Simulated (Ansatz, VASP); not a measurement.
BeSn: VASP beside Ansatz

```
Be Sn
1.0
     3.31711    0.00000    0.00000
     0.00000    3.31711    0.00000
     0.00000    0.00000    3.31711
Be Sn
1 1
Direct
  0.00000 0.00000 0.00000
  0.50000 0.50000 0.50000
```

Alike in both runs: functional PBE; k mesh 16 × 16 × 16; occupations gaussian, width 0.1 eV; no spin polarisation.

Ansatz relaxed the structure, and its values are those at the end. VASP's run is a single point on that final structure, the one shown.

```csv
,VASP,Ansatz
version,VASP 6.6.1,Ansatz 0.2.0
potentials or method,"VASP PAW PBE potentials, release 64 (Be, Sn_d)","scalar-relativistic, plane waves, PAW"
plane-wave cutoff (eV),520,420
valence electrons in the cell,16,16
```

|  | VASP | Ansatz | Ansatz less VASP |
| --- | --- | --- | --- |
| gap on the k mesh at the Fermi level (eV) | none | none | - |
| pressure (GPa) | -0.1 | 0.0 | +0.06 |

A gap of «none» marks a metal or a gap that the smearing closes.
